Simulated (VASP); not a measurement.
An input for Ansatz (written as the equivalent of a VASP run, and not itself run):

Ansatz 0.2 input:
```yaml
crystal:
  lattice:
    - [4.5008776, 0.0000000, 0.0000000]
    - [0.0000000, 4.5008776, 0.0000000]
    - [0.0000000, 0.0000000, 4.5008776]
  atoms:
    - { symbol: Cs, position: [0.0000000, 0.0000000, 0.0000000] }
    - { symbol: I, position: [0.5000000, 0.5000000, 0.5000000] }
kpoints:
  mp_grid: { grid: [6, 6, 6] }
hamiltonian:
  xc: r2scan
  dispersion: rvv10
  pseudopotentials: { kind: paw }
scf:
  occupations: { method: gaussian, width: 0.05 }
  max_iter: 100
output: { forces: true, stress: true, eigenvalues: true }
```

Task: Write the VASP files for the same calculation (r2SCAN+rVV10).

Result: This is not unique; one that fits is 
### KPOINTS
```
Automatic mesh
0
Gamma
6 6 6
0 0 0
```

**POSCAR**
```
CsI
4.5008780
  0.9999999181   0.0000000000   0.0000000000
  0.0000000000   0.9999999181   0.0000000000
  0.0000000000   0.0000000000   0.9999999181
Cs I
1 1
Cart
  0.0000000000   0.0000000000   0.0000000000
  0.4999999590   0.4999999590   0.4999999590
```

**INCAR**
```
ALGO = Normal
BPARAM = 11.95
CPARAM = 0.0093
EDIFF = 1E-7
ENCUT = 520
ISIF = 2
ISMEAR = 0
LASPH = T
LCHARG = F
LMAXMIX = 4
LMIXTAU = T
LREAL = F
LUSE_VDW = T
LWAVE = F
METAGGA = R2SCAN
NELM = 100
PREC = Accurate
SIGMA = 0.05
SYSTEM = CsI
```

POTCAR, in this order: Cs_sv I (PBE.64 set). Program: vasp_std.

The two are equivalent in intent, not identical: each code has its own PAW files, so the cut-off isn't converted (ENCUT is set for VASP's; basis.ecutwfc is left out, and Ansatz then takes the one that its files recommend); Ansatz stops its SCF on the density residual and VASP on the energy change (EDIFF).

The compound is CsI in the CsCl type structure. This cell is one point of a volume scan, at 0.97 of the reference volume.
